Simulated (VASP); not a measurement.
Method: PBEsol GGA, VASP's PBE PAW potentials (set 64) (plane waves; VASP).

Input for VASP

**KPOINTS**
```
Automatic mesh
0
Gamma
5 5 5
0 0 0
```

### POSCAR
```
SrCl2
1
   -0.0000000000     3.4596489133     3.4596489133
    3.4596489133    -0.0000000000     3.4596489133
    3.4596489133     3.4596489133     0.0000000000
Sr Cl
1 2
Direct
  1.0000000000   0.0000000000   0.0000000000
  0.2500000000   0.2500000000   0.2500000000
  0.7500000000   0.7500000000   0.7500000000
```

### INCAR
```
SYSTEM = SrCl2
PREC = Accurate; ENCUT = 480; LREAL = .FALSE.
LASPH = .TRUE.
EDIFF = 1E-6; NELM = 100; ALGO = Normal
LMAXMIX = 4
ISMEAR = 0; SIGMA = 0.05
GGA = PS
IBRION = 2; NSW = 60; ISIF = 3
EDIFFG = -0.02
LWAVE = .FALSE.; LCHARG = .FALSE.
```

POTCAR, in this order: Sr_sv Cl (PBE.64 set). Program: vasp_std.

The resulting files:

**OSZICAR**
```
       N       E                     dE             d eps       ncg     rms          rms(c)
DAV:   1     0.141649864093E+03    0.14165E+03   -0.11313E+04   320   0.128E+03
DAV:   2    -0.520474409254E+01   -0.14685E+03   -0.14469E+03   424   0.242E+02
DAV:   3    -0.133635550191E+02   -0.81588E+01   -0.81526E+01   488   0.616E+01
DAV:   4    -0.135583632906E+02   -0.19481E+00   -0.19477E+00   520   0.743E+00
DAV:   5    -0.135611813459E+02   -0.28181E-02   -0.28180E-02   480   0.745E-01    0.148E+01
DAV:   6    -0.133347923831E+02    0.22639E+00   -0.57312E-01   432   0.440E+00    0.937E+00
DAV:   7    -0.133390048595E+02   -0.42125E-02   -0.35490E-01   472   0.389E+00    0.146E+00
DAV:   8    -0.133394559428E+02   -0.45108E-03   -0.53697E-02   400   0.135E+00    0.279E-01
DAV:   9    -0.133411542085E+02   -0.16983E-02   -0.18154E-03   456   0.282E-01    0.106E-01
DAV:  10    -0.133423450491E+02   -0.11908E-02   -0.10831E-03   384   0.188E-01    0.329E-02
DAV:  11    -0.133424543237E+02   -0.10927E-03   -0.13196E-04   456   0.592E-02    0.309E-02
DAV:  12    -0.133424675843E+02   -0.13261E-04   -0.21963E-05   392   0.245E-02    0.531E-03
DAV:  13    -0.133424699954E+02   -0.24110E-05   -0.35368E-06   416   0.105E-02    0.354E-03
DAV:  14    -0.133424701704E+02   -0.17500E-06   -0.64501E-07   304   0.462E-03
   1 F= -.13342470E+02 E0= -.13342470E+02  d E =-.133425E+02
```

**OUTCAR**
```
------------------------ aborting loop because EDIFF is reached ----------------------------------------
  FORCE on cell =-STRESS in cart. coord.  units (eV):
  Direction    XX          YY          ZZ          XY          YZ          ZX
  --------------------------------------------------------------------------------------
  Total       -0.0393284     -0.0393284     -0.0393284      0.0000000      0.0000000      0.0000000
  in kB       -0.7608347     -0.7608347     -0.7608347      0.0000000      0.0000000      0.0000000
  external PRESSURE =      -0.7608347 kB  Pullay stress =       0.0000000 kB
  volume of cell :       82.82
      direct lattice vectors                 reciprocal lattice vectors
     0.000000000  3.459648913  3.459648913    -0.144523335  0.144523335  0.144523335
     3.459648913  0.000000000  3.459648913     0.144523335 -0.144523335  0.144523335
     3.459648913  3.459648913  0.000000000     0.144523335  0.144523335 -0.144523335
 POSITION                                       TOTAL-FORCE (eV/Angst)
 -----------------------------------------------------------------------------------
      0.00000      0.00000      0.00000         0.000000     -0.000000     -0.000000
      1.72982      1.72982      1.72982        -0.000000     -0.000000     -0.000000
      5.18947      5.18947      5.18947         0.000000      0.000000      0.000000
 -----------------------------------------------------------------------------------
    total drift:                                0.000000      0.000000      0.000000
  FREE ENERGIE OF THE ION-ELECTRON SYSTEM (eV)
  ---------------------------------------------------
  free  energy   TOTEN  =       -13.3424701704 eV

  energy  without entropy=      -13.3424701704  energy(sigma->0) =      -13.34247017

 reached required accuracy - stopping structural energy minimisation
```
(Selected blocks of OUTCAR.)

File OUTCAR:
```
 val. band max:        0.1732798153   @ k =  -0.4000   0.4000   0.0000

 cond. band min:       5.4727824938   @ k =   0.0000   0.0000   0.0000


 Fermi energy:         0.4260301862

 k-point     1 :       0.0000    0.0000    0.0000
  band No.  band energies     occupation
      1     -32.4735      2.00000
      2     -14.5013      2.00000
      3     -14.5013      2.00000
      4     -14.5013      2.00000
      5     -13.1279      2.00000
      6     -12.2074      2.00000
      7      -2.0101      2.00000
      8      -2.0101      2.00000
      9      -2.0101      2.00000
     10      -0.1050      2.00000
     11      -0.1050      2.00000
     12      -0.1050      2.00000
     13       5.4728      0.00000
     14       6.2082      0.00000
     15       6.2082      0.00000
     16       9.1649      0.00000

 k-point     2 :       0.2000    0.0000    0.0000
  band No.  band energies     occupation
      1     -32.4722      2.00000
      2     -14.6506      2.00000
      3     -14.5070      2.00000
      4     -14.5070      2.00000
      5     -12.8901      2.00000
      6     -12.2875      2.00000
      7      -1.8585      2.00000
      8      -1.8585      2.00000
      9      -1.7331      2.00000
     10      -0.5547      2.00000
     11      -0.3281      2.00000
     12      -0.3281      2.00000
     13       6.3007      0.00000
     14       6.5139      0.00000
     15       6.5139      0.00000
     16       8.0550      0.00000

 k-point     3 :       0.4000    0.0000    0.0000
  band No.  band energies     occupation
      1     -32.4700      2.00000
      2     -14.8233      2.00000
      3     -14.5161      2.00000
      4     -14.5161      2.00000
      5     -12.6992      2.00000
      6     -12.2761      2.00000
      7      -1.5183      2.00000
      8      -1.5183      2.00000
      9      -1.3395      2.00000
     10      -1.1206      2.00000
     11      -0.7504      2.00000
     12      -0.7504      2.00000
     13       6.8440      0.00000
...
```

The compound is SrCl2 in the fluorite structure. It was relaxed first. The start is the result of an earlier pass.
